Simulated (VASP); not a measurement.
**BaSr3O4 (ordered alloy cell): computed properties**

These are PBEsol GGA, VASP's PBE PAW potentials (set 64) (plane waves; VASP 6.6.1) values and carry that method's errors.

space group: Pm-3m (221)
cell: a = b = c = 5.2550 Å, α = β = γ = 90.00°
volume per atom: 18.14 Å^3/atom
band gap (over mesh and band path): 2.29 eV
smallest direct gap (over mesh and band path): 2.29 eV
band-edge character: direct, Γ to Γ
density: 5.31 g/cm³

BaSr₃O₄ is taken in the cubic space group Pm-3m (No. 221), Pearson symbol cP8. Conventional cell: a = b = c = 5.255 Å, α = β = γ = 90.00°. Sr on 3c is surrounded by 6 O at 2.627 Å (octahedral). O1 on 3d is surrounded by 4 Sr at 2.627 Å and 2 Ba at 2.627 Å (octahedral). O2 on 1b sees 6 Sr at 2.627 Å (octahedral). Ba on 1a sees 6 O at 2.627 Å (octahedral). (Neighbours: up to the widest gap in distance over summed covalent radii, below 1.35, at either atom; cation-cation and far metal-metal contacts left out.)

Unless said otherwise, spin-orbit coupling is left out, though it shifts the bands of the heavy elements here.

The structure was generated: BaSr3O4 was put into an ordered model structure (Pm-3m), which need not be its known phase. The cell was not relaxed at this level.
